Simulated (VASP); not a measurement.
TaO (relaxed from the zinc blende structure, space group F-43m): computed properties

The numbers are results of PBEsol GGA, VASP's PBE PAW potentials (set 64) (plane waves; VASP), not measurements.

For TaO, the space group is F-43m (216) and the cell is a = 4.7510 Å, b = 4.7510 Å, c = 4.7510 Å, α = 90.00°, β = 90.00°, γ = 90.00°. The volume per atom is 13.41 Å³/atom. The band gap (over mesh and band path) is none (metal, semimetal or under 0.01 eV) and the density comes out as 12.20 g/cm³.

```
TaO
1.0
    0.00000     2.37552     2.37552
    2.37552     0.00000     2.37552
    2.37552     2.37552     0.00000
Ta O
1 1
Direct
  0.00000   0.00000   0.00000
  0.25000   0.25000   0.25000
```

Unless said otherwise, spin-orbit coupling is left out, though it shifts the bands of the heavy elements here.

The structure was generated: TaO was put into the zinc blende type (F-43m), which need not be its known phase. It was relaxed first, which changed the volume by -34 %. Symmetry was kept, so distortions that lower it aren't found. The electron count is odd and the run is not spin-polarised, which forces a metal.
